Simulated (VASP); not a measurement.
Consider the following.

```
Dy
1.0
    1.78759    -3.09620     0.00000
    1.78759     3.09620     0.00000
    0.00000     0.00000     5.52996
Dy
2
Direct
  0.33333   0.66667   0.25000
  0.66667   0.33333   0.75000
```

Calculation: rev-vdW-DF2, VASP's PBE PAW potentials (set 64) (plane waves; VASP). Run with 520 eV cut-off, Gaussian smearing of 0.050 eV, potentials Dy_3.

The 4f electrons are frozen in the core of the lanthanide potential, so 4f levels, which can set the real gap, and their magnetism are missing.

**Question.** Estimate the band gap (along the path) with the smallest direct gap where there is one.

**Answer.** 
| Property | Result |
|---|---|
| band gap (along the path) | none (metal, semimetal or under 0.01 eV) |

The absolute energy has meaning only against runs of the same code, potentials and settings.

The compound is Dy in the hcp structure. It was relaxed first.
